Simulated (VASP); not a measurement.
Here is the system:

```xyz
2
Lattice="3.6426 -1.9094 -0.0294 3.6426 1.9094 -0.0294 2.6673 0.0000 3.1307" Properties=species:S:1:pos:R:3 pbc="T T T"
As     2.2779     0.0000     0.7031
As     7.6746     0.0000     2.3688
```

Method: optB86b-vdW, VASP's PBE PAW potentials (set 64) (plane waves; VASP). Settings: 520 eV cut-off, 12×12×12 Γ-centred mesh, first-order Methfessel-Paxton smearing of 0.10 eV, potentials As.

### Question
Predict the energy per atom (σ→0), band gap (on the k-mesh) with the smallest direct gap where there is one.

### Answer

```json
{
 "band gap (on the k-mesh)": "none (metal, semimetal or under 0.01 eV)",
 "energy per atom (σ→0)": "-3233 meV/atom"
}
```

Only differences to runs with the same potentials and settings are physical.

The compound is As in the a7 structure. It was relaxed first.
